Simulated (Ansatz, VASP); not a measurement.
## Mo (Mo(100) monolayer) in two plane-wave programs

Aim: how closely do two programs agree when they are given the same cell, functional and k mesh? The cell is taken from a series of runs on this material, whose earlier steps may have relaxed, scaled, displaced or heated it; both programs get it as it stands.

Program: Ansatz 0.2.0. Level of theory: plane waves, with VASP 6.6.1 beside it; single point at PBE. Results are calculated unless marked as measured.

## 1. Starting point

The cell holds 1 atom: 1 Mo. Its edges and angles: a = 3.150 Å, b = 3.150 Å, c = 18.000 Å, α = 90.0°, β = 90.0°, γ = 90.0°. Vacuum lies along c.

Coordinates:

```cif
data_structure
_symmetry_space_group_name_H-M 'P 1'
_symmetry_Int_Tables_number 1
_cell_length_a 3.1500
_cell_length_b 3.1500
_cell_length_c 18.0000
_cell_angle_alpha 90.000
_cell_angle_beta 90.000
_cell_angle_gamma 90.000
_cell_volume 178.60
loop_
_atom_site_label
_atom_site_type_symbol
_atom_site_fract_x
_atom_site_fract_y
_atom_site_fract_z
_atom_site_occupancy
Mo1 Mo 0.50000 0.50000 0.50000 1
```

## 2. Ansatz: single point, PBE, pair 1

Ansatz runs on its default PAW (the set named soft_2) files.

With cell and atoms fixed, the geometry can't cause a difference; cores, projectors, grids and the points listed under the comparison can.

The input, input.yaml:

```yaml
crystal:
  lattice:
    - [3.15, 0.0, 0.0]
    - [0.0, 3.15, 0.0]
    - [0.0, 0.0, 18.0]
  atoms:
    - { symbol: Mo, position: [0.5, 0.5, 0.5] }
kpoints:
  mp_grid: { grid: [13, 13, 1] }
hamiltonian:
  xc: pbe
scf:
  occupations: { method: fermi_dirac, width: 0.1 }
  convergence: { dr2_threshold: 1.0e-09 }
efield:
  axis: 3
  dipole_correction: true
  ramp_position: 0.97
  ramp_width: 0.06
output:
  write_potential: true
  write_density: true
  volumetric_format: npy
  elf: true
```

The run is started by

```sh
$ ansatz run input.yaml --threads 2 --pin off --max-ram 3072MiB --backend cpu --events-out ev --progress --plain --runs-dir out
```

Numbers of over 12 decimals in the logs are rounded to 6 here.

What it wrote:

```text
Engine: ansatz 0.2.0, aarch64-unknown-linux-gnu
Pseudopotentials: kind: paw
Pseudopotential: Mo, paw, valence charge 14, recommended cutoff 420 eV (normal), Mo.paw.azcp
Functional definition: PBE
  parameter kappa = 0.804
  parameter beta = 0.066725
  exchange = pbe_x(kappa = kappa, mu = beta*pi^2/3)
  correlation = pbe_c(beta = beta)
Crystal: 1 atoms, lattice volume = 178.605 Å³
Basis set: ecut = 420 eV, 3509 PW (Γ)
Bands: 11, of which v1, the nominal top of the filled ones, is band 7 counted from 1 (6 counted from 0)
Symmetry: 8 space group operations
k-points: 28 of 169
Non-local potential: Mo, projectors of the file, l = 0: 3, l = 1: 2, l = 2: 2, l = 3: 1
PAW form: soft (Blöchl's): semilocal exchange-correlation on the pseudo side does not see the compensation charge
PAW one-centre angular grid: Mo, 590 points (default); XC on 64 Gauss nodes
Initial density: superposition of atomic densities (neutral atoms: chi_scale 0, normalization atom), corrected by the library's trained network
Initial wavefunctions: pseudopotential atomic-orbital guess
Functional: x = pbe(κ = 0.804, μ = 0.219515), c = pbe(β = 0.066725)
SCF iter   1: F=—  HF=-4950.877166 eV  |F-HF|=—  |Δ(HF+E_count)|=         —  Δρ=2.84e-3  dr2=2.14e-2  ethr=1.77e-3  p=0.000 e·Å  D=6.72e-16 V/Å  ΔV_dip=-0.00 eV  dr2_dipole=1.42e-11  V_vac-E_F(+/−)=4.96/4.96 eV  ⟨swp⟩=5.0  Hψ=1822  notcnv=0
efield: sawtooth ramp at fractional position 0.9700 (set: `efield.ramp_position`, or a place that a band, a saddle search or an elastic batch's reference lends), width 0.0600; the density the first Hamiltonian is built on has a dipole p = 0.000 e·Å; the dipole correction subtracts the counter field D = 6.72e-16 V/Å, which shifts the + side's vacuum level by -0.00 eV against the − side's; the planar-averaged density in the ramp window peaks in size at 1.5e-5 e/Å³
preconditioner: auto → LDOS  [metal: Δε(μ)=0.096 eV  Ē_g=2.724 eV  σ=0.100 eV  W_gap=0.23  n_scr=10 (ndim 8)  ℏωp=6.8 eV  f_vac=0.720  D(μ)=3.78/eV (n_scr^D=10)  β→1.0]
SCF iter   2: F=—  HF=-4950.877063 eV  |F-HF|=—  |Δ(HF+E_count)|=   1.03e-4  Δρ=3.25e-3  dr2=1.38e-2  ethr=1.53e-4  p=-0.000 e·Å  D=-8.23e-7 V/Å  ΔV_dip=0.00 eV  dr2_dipole=2.44e-11  V_vac-E_F(+/−)=4.77/4.77 eV  ⟨swp⟩=2.6  Hψ=769  notcnv=0
SCF iter   3: F=—  HF=-4950.874726 eV  |F-HF|=—  |Δ(HF+E_count)|=   2.34e-3  Δρ=4.60e-4  dr2=7.85e-4  ethr=9.88e-5  p=-0.000 e·Å  D=-3.65e-7 V/Å  ΔV_dip=0.00 eV  dr2_dipole=1.36e-12  V_vac-E_F(+/−)=4.80/4.80 eV  ⟨swp⟩=2.1  Hψ=478  notcnv=0
SCF iter   4: F=—  HF=-4950.874641 eV  |F-HF|=—  |Δ(HF+E_count)|=   8.53e-5  Δρ=8.89e-5  dr2=4.13e-5  ethr=5.61e-6  p=-0.000 e·Å  D=-3.30e-8 V/Å  ΔV_dip=0.00 eV  dr2_dipole=7.16e-13  V_vac-E_F(+/−)=4.76/4.76 eV  ⟨swp⟩=1.7  Hψ=343  notcnv=0
SCF iter   5: F=—  HF=-4950.874649 eV  |F-HF|=—  |Δ(HF+E_count)|=   8.25e-6  Δρ=2.37e-5  dr2=2.50e-6  ethr=2.95e-7  p=-0.000 e·Å  D=-1.46e-7 V/Å  ΔV_dip=0.00 eV  dr2_dipole=2.31e-12  V_vac-E_F(+/−)=4.75/4.75 eV  ⟨swp⟩=2.0  Hψ=370  notcnv=0
SCF iter   6: F=—  HF=-4950.874650 eV  |F-HF|=—  |Δ(HF+E_count)|=   1.10e-6  Δρ=9.57e-6  dr2=8.01e-8  ethr=1.79e-8  p=0.000 e·Å  D=1.23e-7 V/Å  ΔV_dip=-0.00 eV  dr2_dipole=2.65e-12  V_vac-E_F(+/−)=4.74/4.74 eV  ⟨swp⟩=2.2  Hψ=419  notcnv=0
SCF iter   7: F=—  HF=-4950.874633 eV  |F-HF|=—  |Δ(HF+E_count)|=   1.76e-5  Δρ=2.29e-6  dr2=9.00e-9  ethr=5.72e-10  p=-0.000 e·Å  D=-5.15e-8 V/Å  ΔV_dip=0.00 eV  dr2_dipole=6.46e-13  V_vac-E_F(+/−)=4.74/4.74 eV  ⟨swp⟩=2.2  Hψ=525  notcnv=0
SCF iter   8: F=-4950.874633 eV  HF=-4950.874633 eV  |F-HF|=9.16e-10  |Δ(HF+E_count)|=   2.18e-8  Δρ=3.06e-7  dr2=1.33e-10  ethr=7.14e-12  p=0.000 e·Å  D=4.10e-8 V/Å  ΔV_dip=-0.00 eV  dr2_dipole=2.40e-13  V_vac-E_F(+/−)=4.74/4.74 eV  ⟨swp⟩=1.2  Hψ=907  notcnv=0
SCF 1 converged in 8 iterations: F = -4950.874633 eV  dr2 = 1.33e-10
  greatest PAW one-centre occupation: 0.998 electrons in one spin orbital (limit 2), on the Mo atom at site 0 (counted from 0), in its partial waves of l = 0
WARN: The output density's exchange-correlation potential varies sharply where the density is thin. Do not read a vacuum level from v_tot or v_xc, or from such a field of the output density. On a cell that repeats whose density bears no net charge and no dipole along the vacuum's axis use v_es (v_loc + v_h of the components); under efield.dipole_correction with no amplitude use v_es + v_field, which holds any externa [...]
SCF converged after 8 iterations
Free energy (F): -4950.874633 eV
Harris-Foulkes:  -4950.874633 eV  (|F-HF|=9.16e-10)
Internal energy: -4950.740477 eV  (E = F + TS)
E sigma→0 (E₀):  -4950.807555 eV
Entropy (-TS):   -0.134156 eV (-134.156 meV/atom)
Fermi energy:    -2.351150 eV
Dipole field:    D = -0.000001 V/Å  (p = -0.000001 e·Å, saw-weighted, corrected)
Work function:   Φ+ = 4.7441 eV   Φ− = 4.7441 eV
Levels:          The Fermi level and band energies are counted from a zero that moves with the ramp; work functions are not
--- Per-component energies (eV) ---
  E_band       = -370.138640
  E_kinetic    = 430.487313
  E_local      = -5582.813791  (includes V_loc(G=0)·N_el)
  E_nonlocal   = 146.251426
  E_hartree    = 2499.579691
  E_xc         = -175.970713
  E_vxc        = -218.740004  (∫ρ·V_xc dr)
  E_paw        = -3201.758509  (= ΣΔE_a)
  E_vpaw       = -144.483189  (= ΣTr[D̂ρ^β])
  E_aug_tail   = 0.000043  (compensation charges beyond the density's cutoff)
  E_efield     = 0.000000  (sawtooth field / dipole correction)
  E_vefield    = 0.000000  (∫n·V_field dr)
  E_ewald      = 933.484064
  E_smearing   = -0.134156  (= −TS)
  E_closure    = 0.000000  (closes the sum)
  Σ components = -4950.874633   (vs F -4950.874633, Δ=0.00e0)
--- Band table (eV; the first three rows and the last of 28) ---
  k-point 0: bands = [... 3 lower, -37.1905, -5.5022, -3.9730, -2.8808, -1.3561, -1.3561, -0.9539, -0.4980]
  k-point 1: bands = [... 3 lower, -37.1894, -5.3850, -3.9031, -2.8446, -1.7054, -1.3458, -0.5955, -0.5802]
  k-point 2: bands = [... 3 lower, -37.1865, -5.0653, -3.6797, -2.7394, -2.1823, -1.3172, -0.7978, -0.0679]
  k-point 27: bands = [... 3 lower, -37.3920, -4.0831, -2.8694, -2.8497, -1.7175, 0.2154, 2.3557, 2.9665]
```

## 3. VASP: single point, PBE, pair 1

The same cell, functional, mesh and smearing now go to VASP, with its own data sets.

Lines of VASP's logs that name or quote its potential files are left out, and so is its time.

The input, INCAR:

```
SYSTEM = Mo
PREC = Accurate
ENCUT = 400
EDIFF = 1E-06
NELM = 120
ISMEAR = -1
SIGMA = 0.1
LREAL = .FALSE.
ALGO = Normal
GGA = PE
NBANDS = 13
LASPH = .TRUE.
LORBIT = 11
LWAVE = .FALSE.
LCHARG = .FALSE.
ISIF = 2
LDIPOL = .TRUE.
IDIPOL = 3
DIPOL = 0.5 0.5 0.5
LVHAR = .TRUE.
GGA_COMPAT = .FALSE.
NELMDL = -8
KPAR = 2
```

The input, POSCAR:

```
Mo
1.0
    3.1500000000      0.0000000000      0.0000000000
    0.0000000000      3.1500000000      0.0000000000
    0.0000000000      0.0000000000     18.0000000000
Mo
1
Direct
    0.5000000000      0.5000000000      0.5000000000
```

The input, KPOINTS:

```
Automatic mesh
0
Gamma
13 13 1
0 0 0
```

Potentials, in the order of the species: Mo_sv (PBE family, release 64).

The run is started by

```sh
$ mpirun -np 2 vasp_std
```

What it wrote:

```text
[banner, memory and clock lines left out]
running    2 mpi-ranks, on    1 nodes
 distrk:  each k-point on    1 cores,    2 groups
 distr:  one band on    1 cores,    1 groups

 POSCAR found type information on POSCAR Mo
 POSCAR found :  1 types and       1 ions
 LDA part: xc-table for (Slater+PW92), standard interpolation
 POSCAR, INCAR and KPOINTS ok, starting setup
 FFT: planning ... GRIDC
 FFT: planning ... GRID_SOFT
 FFT: planning ... GRID
 WAVECAR not read
 entering main loop
       N       E                     dE             d eps       ncg     rms          rms(c)
DAV:   1     0.269078232405E+02    0.26908E+02   -0.75210E+03  1160   0.636E+02
DAV:   2    -0.421806847849E+01   -0.31126E+02   -0.29423E+02   963   0.138E+02
DAV:   3    -0.625886658723E+01   -0.20408E+01   -0.17470E+01   931   0.206E+01
DAV:   4    -0.631507722988E+01   -0.56211E-01   -0.53550E-01   829   0.328E+00
DAV:   5    -0.631613255467E+01   -0.10553E-02   -0.10533E-02   879   0.409E-01
DAV:   6    -0.631617061734E+01   -0.38063E-04   -0.38060E-04   835   0.697E-02
DAV:   7    -0.631617254617E+01   -0.19288E-05   -0.19287E-05   939   0.124E-02
DAV:   8    -0.631617257749E+01   -0.31315E-07   -0.31617E-07   655   0.170E-03    0.427E+00
DAV:   9    -0.583435293506E+01    0.48182E+00   -0.15148E+00   743   0.920E+00    0.123E+00
DAV:  10    -0.581441598342E+01    0.19937E-01   -0.30740E-02   748   0.111E+00    0.687E-01
DAV:  11    -0.581000845587E+01    0.44075E-02   -0.98670E-03   783   0.634E-01    0.222E-01
DAV:  12    -0.580969091957E+01    0.31754E-03   -0.12416E-03   843   0.306E-01    0.537E-02
DAV:  13    -0.580950801214E+01    0.18291E-03   -0.21488E-04   843   0.775E-02    0.290E-02
DAV:  14    -0.580939472442E+01    0.11329E-03   -0.72058E-05   833   0.501E-02    0.134E-02
DAV:  15    -0.580948990818E+01   -0.95184E-04   -0.79459E-05   768   0.331E-02    0.502E-03
DAV:  16    -0.580954228105E+01   -0.52373E-04   -0.72325E-06   758   0.106E-02    0.425E-03
DAV:  17    -0.580959383125E+01   -0.51550E-04   -0.92768E-06   758   0.102E-02    0.169E-03
DAV:  18    -0.580960814414E+01   -0.14313E-04   -0.12326E-06   696   0.359E-03    0.879E-04
DAV:  19    -0.580962091507E+01   -0.12771E-04   -0.18662E-06   827   0.332E-03    0.776E-04
DAV:  20    -0.580963763900E+01   -0.16724E-04   -0.11438E-06   642   0.363E-03    0.520E-04
DAV:  21    -0.580964208192E+01   -0.44429E-05   -0.16938E-07   631   0.173E-03    0.127E-04
DAV:  22    -0.580964377276E+01   -0.16908E-05   -0.10172E-07   529   0.861E-04    0.770E-05
DAV:  23    -0.580964411220E+01   -0.33944E-06   -0.31381E-08   549   0.530E-04
   1 F= -.58096441E+01 E0= -.57424450E+01  d E =-.134398E+00
```

OUTCAR, selected parts (step 3):

```text
ion  position               nearest neighbor table
   1  0.500  0.500  0.500-

  LATTYP: Found a simple tetragonal cell.
 ALAT       =     3.1500000000
 C/A-ratio  =     5.7142857143

 Subroutine GETGRP returns: Found 16 space group operations
 (whereof 16 operations were pure point group operations)

The static configuration has the point symmetry D_4h.

 Found     28 irreducible k-points:

   k-points           NKPTS =     28   k-points in BZ     NKDIM =     28   number of bands    NBANDS=     13

   dimension x,y,z NGX =    24 NGY =   24 NGZ =  120
   dimension x,y,z NGXF=    48 NGYF=   48 NGZF=  240

   ENCUT  =  400.0 eV  29.40 Ry    5.42 a.u.   5.14  5.14 29.35*2*pi/ulx,y,z

   NELECT =      14.0000    total number of electrons

 k-points in reciprocal lattice and weights: Automatic mesh
   0.00000000  0.00000000  0.00000000       0.006
   0.07692308  0.00000000  0.00000000       0.024
   0.15384615  0.00000000  0.00000000       0.024
   0.23076923  0.00000000  0.00000000       0.024
   0.30769231  0.00000000  0.00000000       0.024
   0.38461538  0.00000000  0.00000000       0.024
   0.46153846  0.00000000  0.00000000       0.024
   0.07692308  0.07692308  0.00000000       0.024
   0.15384615  0.07692308  0.00000000       0.047
[...]
0.46153846  0.38461538  0.00000000       0.047
   0.46153846  0.46153846  0.00000000       0.024

 dipolmoment           0.000000      0.000000     -0.000000 electrons x Angstroem

 average (electrostatic) potential at core
       1 -84.9105

 E-fermi :  -3.1012

 k-point     1 :       0.0000    0.0000    0.0000
  band No.  band energies     occupation
    ...
      3     -37.9487      2.00000
      4     -37.9487      2.00000
      5      -6.2564      2.00000
      6      -4.7215      2.00000
      7      -3.6320      1.99015
      8      -2.1058      0.00010
      9      -2.1058      0.00010
     10      -1.7011      0.00000
     11      -1.2447      0.00000
     12       1.2870      0.00000
    ...

 k-point     2 :       0.0769    0.0000    0.0000
  band No.  band energies     occupation
    ...
      3     -37.9621      2.00000
      4     -37.9477      2.00000
      5      -6.1391      2.00000
      6      -4.6514      2.00000
      7      -3.5958      1.98588
      8      -2.4547      0.00311
      9      -2.0956      0.00009
     10      -1.3432      0.00000
     11      -1.3270      0.00000
     12       1.3717      0.00000
    ...

 k-point     3 :       0.1538    0.0000    0.0000
  band No.  band energies     occupation
    ...
      3     -37.9987      2.00000
      4     -37.9446      2.00000
      5      -5.8189      2.00000
      6      -4.4279      2.00000
      7      -3.4906      1.96009
      8      -2.9318      0.31058
      9      -2.0669      0.00006
     10      -1.5448      0.00000
     11      -0.8157      0.00000
     12       1.6256      0.00000
    ...

  Total       -7.4095831     -7.4095831     -0.0980938     -0.0000000      0.0000000      0.0000000
  in kB      -66.4677140    -66.4677140     -0.8799515     -0.0000000      0.0000000      0.0000000
  external PRESSURE =     -44.6051265 kB  Pullay stress =       0.0000000 kB

  energy-cutoff  :      400.00
  volume of cell :      178.60
      direct lattice vectors                 reciprocal lattice vectors
     3.150000000  0.000000000  0.000000000     0.317460317  0.000000000  0.000000000
     0.000000000  3.150000000  0.000000000     0.000000000  0.317460317  0.000000000
     0.000000000  0.000000000 18.000000000     0.000000000  0.000000000  0.055555556

 POSITION                                       TOTAL-FORCE (eV/Angst)
 -----------------------------------------------------------------------------------
      1.57500      1.57500      9.00000         0.000000      0.000000      0.000000
 -----------------------------------------------------------------------------------
    total drift:                                0.000000      0.000000     -0.000000

  FREE ENERGIE OF THE ION-ELECTRON SYSTEM (eV)
  ---------------------------------------------------
  free  energy   TOTEN  =        -5.8096441122 eV

  energy  without entropy=       -5.6752459225  energy(sigma->0) =       -5.74244502

 vacuum level on the upper side and lower side of the slab         1.645         1.645

 total charge
# of ion       s       p       d       tot
------------------------------------------
    1        2.267   5.998   3.686  11.951

[... 3 further parts left out ...]
```

## 4. Differences

Known differences besides the potentials themselves: the cutoff is 420 eV in Ansatz and 400 eV in VASP. Total energies have different zeros and are not compared.

Both answers:

| quantity | Ansatz | VASP | difference |
| --- | --- | --- | --- |
| work function, lower of the two faces (eV) | 4.74 | 4.75 | 0.00 |
| work function, higher of the two faces (eV) | 4.74 | 4.75 | 0.00 |

With vacuum in the cell, a pressure given here is an average over mostly empty space and none of the material.

## 5. VASP: single point, PBE, pair 2

With cell and atoms fixed, the geometry can't cause a difference; cores, projectors, grids and the points listed under the comparison can. This pair takes another cell of the material, with 2 atoms against 1 for the pair before.

INCAR, as its differences from that of step 3:

```diff
@@ -10,3 +10,3 @@
 GGA = PE
-NBANDS = 13
+NBANDS = 20
 LASPH = .TRUE.
```

The input, POSCAR:

```
Mo
1.0
    3.1500000000      0.0000000000      0.0000000000
    0.0000000000      3.1500000000      0.0000000000
    0.0000000000      0.0000000000     19.5750000000
Mo
2
Direct
    0.5000000000      0.5000000000      0.4597701149
    1.0000000000      0.0000000000      0.5402298851
```

KPOINTS is that of step 3.

The run is started by

```sh
$ mpirun -np 2 vasp_std
```

What it wrote:

```text
[banner, memory and clock lines left out]
running    2 mpi-ranks, on    1 nodes
[...]
LDA part: xc-table for (Slater+PW92), standard interpolation
 POSCAR, INCAR and KPOINTS ok, starting setup
[...]
entering main loop
       N       E                     dE             d eps       ncg     rms          rms(c)
DAV:   1     0.160441466977E+03    0.16044E+03   -0.15449E+04  1624   0.914E+02
DAV:   2    -0.133877941276E+02   -0.17383E+03   -0.17019E+03  1552   0.269E+02
DAV:   3    -0.197472841938E+02   -0.63595E+01   -0.60214E+01  1392   0.434E+01
DAV:   4    -0.198873671940E+02   -0.14008E+00   -0.13771E+00  1440   0.520E+00
[...]
DAV:  22    -0.177559510533E+02   -0.95554E-05   -0.84304E-07   976   0.182E-03    0.261E-04
DAV:  23    -0.177559534769E+02   -0.24236E-05   -0.15550E-07   936   0.996E-04    0.104E-04
DAV:  24    -0.177559542733E+02   -0.79637E-06   -0.68967E-08   852   0.509E-04
   1 F= -.17755954E+02 E0= -.17684402E+02  d E =-.143105E+00
```

Parts of OUTCAR (step 5):

```text
  Total       -7.1166377     -7.1166377     -4.4754230      0.0000000      0.0000000     -0.0000000
  in kB      -58.7033062    -58.7033062    -36.9166083      0.0000000      0.0000000     -0.0000000
  external PRESSURE =     -51.4410736 kB  Pullay stress =       0.0000000 kB

 POSITION                                       TOTAL-FORCE (eV/Angst)
 -----------------------------------------------------------------------------------
      1.57500      1.57500      9.00000         0.000000     -0.000000      2.714410
      0.00000      0.00000     10.57500         0.000000      0.000000     -2.714410
 -----------------------------------------------------------------------------------
    total drift:                                0.000000     -0.000000      0.000000

  FREE ENERGIE OF THE ION-ELECTRON SYSTEM (eV)
  ---------------------------------------------------
  free  energy   TOTEN  =       -17.7559542733 eV

  energy  without entropy=      -17.6128489711  energy(sigma->0) =      -17.68440162

[... 3 further parts left out ...]
[key lines of the parts left out:]
E-fermi :  -1.2093
```

## 6. Ansatz: single point, PBE, pair 2

The same cell, functional, mesh and smearing now go to Ansatz, which takes its cutoff from its data sets.

The cell is taken from a series of runs on this material, whose earlier steps may have relaxed, scaled, displaced or heated it; both programs get it as it stands.

input.yaml, the sections that differ from step 2:

```yaml
crystal:
  lattice:
    - [3.15, 0.0, 0.0]
    - [0.0, 3.15, 0.0]
    - [0.0, 0.0, 19.575]
  atoms:
    - { symbol: Mo, position: [0.5, 0.5, 0.4597701149] }
    - { symbol: Mo, position: [0.0, 0.0, 0.5402298851] }
output:
  write_potential: true
  write_density: true
  volumetric_format: npy
# kpoints, hamiltonian, scf, efield: as in step 2
```

The run is started by

```sh
$ ansatz run input.yaml --threads 2 --pin off --max-ram 3072MiB --backend cpu --events-out ev --progress --plain --runs-dir out
```

What it wrote:

```text
[...]
Crystal: 2 atoms, lattice volume = 194.233 Å³
Basis set: ecut = 420 eV, 3849 PW (Γ)
Bands: 18, of which v1, the nominal top of the filled ones, is band 14 counted from 1 (13 counted from 0)
Symmetry: 8 space group operations
k-points: 28 of 169
[...]
k-point 0: bands = [... 10 lower, -3.0481, -0.2174, -0.0853, -0.0853, 0.1184, 0.5145, 0.6240, 2.2292]
  k-point 1: bands = [... 10 lower, -2.9580, -0.4316, -0.1129, 0.0811, 0.2243, 0.4553, 0.5037, 2.1895]
  k-point 2: bands = [... 10 lower, -2.6014, -0.5759, -0.1998, -0.1721, 0.0961, 0.6678, 0.6767, 2.0672]
  k-point 27: bands = [... 10 lower, -2.0125, -1.9752, 0.6642, 0.7404, 1.8797, 1.8911, 2.6121, 3.0159]
[key lines of the parts left out:]
SCF converged after 9 iterations
Free energy (F): -9907.897252 eV
Fermi energy:    0.163370 eV
Dipole field:    D = 0.000000 V/Å  (p = 0.000000 e·Å, saw-weighted, corrected)
Work function:   Φ+ = 3.9365 eV   Φ− = 3.9365 eV
```

[end of part 1 of 2]

[Lines on the potential files, build, host, timing and source positions are cut from VASP's logs without a mark.]

[Logs are printed without paths, hosts, clocks, repeated set-up lines and the standing remarks that a program may print on its own settings, such as how far it seeks lower states.]

[Hosts, paths, dates, database ids (printed as entryN), source tags and the programs' standing remarks are cut or masked in the printed files.]
